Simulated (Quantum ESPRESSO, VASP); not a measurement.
VASP input:

File KPOINTS:
```
Automatic mesh
0
gamma
7 7 7
0 0 0
```

### INCAR
```
SYSTEM = Sr(GePd)2
PREC = Accurate
ENCUT = 300
EDIFF = 1E-6
NELM = 100
ALGO = Normal
LREAL = .FALSE.
LASPH = .TRUE.
ISMEAR = 0
SIGMA = 0.136
GGA = PS
LMAXMIX = 4
LWAVE = .FALSE.
LCHARG = .FALSE.
ISIF = 2
```

**POSCAR**
```
Sr(GePd)2
5.9790080
 -0.3662413564   0.3662413564   0.8554148113
  0.3662413564  -0.3662413564   0.8554148113
  0.3662413564   0.3662413564  -0.8554148113
Sr Ge Pd
1 2 2
Cart
  0.0000000000   0.0000000000   0.0000000000
  0.0000000000  -0.0000000000   1.0773265216
  0.0000000000  -0.0000000000   0.6335031009
  0.3662413564   0.0000000000   0.4277074056
 -0.0000000000   0.3662413564   0.4277074056
```

POTCAR, in this order: Sr_sv Ge_d Pd (PBE.64 set). Program: vasp_std.

Task: Translate it to Quantum ESPRESSO.

Result: One input that does it (PBEsol, PSlibrary PAW (PBE) pseudopotentials):
```
&control
    calculation = 'scf',
    prefix = 'run',
    outdir = './tmp/',
    pseudo_dir = './',
    tprnfor = .true.,
    tstress = .true.,
/
&system
    ibrav = 0,
    nat = 5,
    ntyp = 3,
    ecutwfc = 45,
    ecutrho = 540,
    occupations = 'smearing',
    smearing = 'gauss',
    degauss = 0.0099958,
    input_dft = 'pbesol',
/
&electrons
    conv_thr = 1.0d-10,
    mixing_beta = 0.3,
/
ATOMIC_SPECIES
Sr    87.6200  Sr.pbe-spn-kjpaw_psl.1.0.0.UPF
Ge    72.6300  Ge.pbe-n-kjpaw_psl.1.0.0.UPF
Pd   106.4200  Pd.pbe-n-kjpaw_psl.1.0.0.UPF
ATOMIC_POSITIONS alat
Sr    0.000000000    0.000000000    0.000000000
Ge    0.000000000    0.000000000    1.077326542
Ge    0.000000000    0.000000000    0.633503113
Pd    0.366241363    0.000000000    0.427707414
Pd    0.000000000    0.366241363    0.427707414
K_POINTS automatic
7 7 7  0 0 0
CELL_PARAMETERS angstrom
  -2.189760000     2.189760000     5.114532000
   2.189760000    -2.189760000     5.114532000
   2.189760000     2.189760000    -5.114532000
```
Both are inputs of real runs that ended normally. What can't carry over is the choice of potentials or basis and its cut-off, and each code's defaults.

The structure comes from a computed database's Pd2SrGe2 entry; how it stands against other phases isn't given here. The cell was not relaxed at this level, and it may have been scaled.
